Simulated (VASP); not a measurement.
Method: PBE GGA with D3 dispersion (zero damping), VASP's PBE PAW potentials (set 64) (plane waves; VASP).

VASP input:

### INCAR
```
! general
SYSTEM  = SrCl2
PREC    = Accurate
ENCUT   = 520
LREAL   = .FALSE.
LASPH   = .TRUE.

! electronic loop
EDIFF   = 1E-7
NELM    = 100
ALGO    = Normal
LMAXMIX = 4

! smearing
ISMEAR  = 0
SIGMA   = 0.05

! functional
GGA     = PE
IVDW    = 11

! ions
ISIF    = 2

! output
LWAVE   = .FALSE.
LCHARG  = .FALSE.
```

File POSCAR:
```
SrCl2
1
    0.0000000000     3.5647732587     3.5647732587
    3.5647732587     0.0000000000     3.5647732587
    3.5647732587     3.5647732587     0.0000000000
Sr Cl
1 2
Direct
  1.0000000000   0.0000000000   1.0000000000
  0.2500000000   0.2500000000   0.2500000000
  0.7500000000   0.7500000000   0.7500000000
```

### KPOINTS
```
Automatic mesh
0
Gamma
6 6 6
0 0 0
```

POTCAR, in this order: Sr_sv Cl (PBE.64 set). Program: vasp_std.

What will the output report for the number of irreducible k-points (NKPTS), largest plane-wave count, number of space-group operations, FFT grid (NGX, NGY, NGZ)?

```yaml
number of irreducible k-points (NKPTS): 16
largest_plane_wave_count: 2457
number_of_space_group_operations: 48
FFT grid (NGX, NGY, NGZ): 40 × 40 × 40
```

The compound is SrCl2 in the fluorite structure. This cell is one point of a volume scan, at 1.06 of the reference volume.
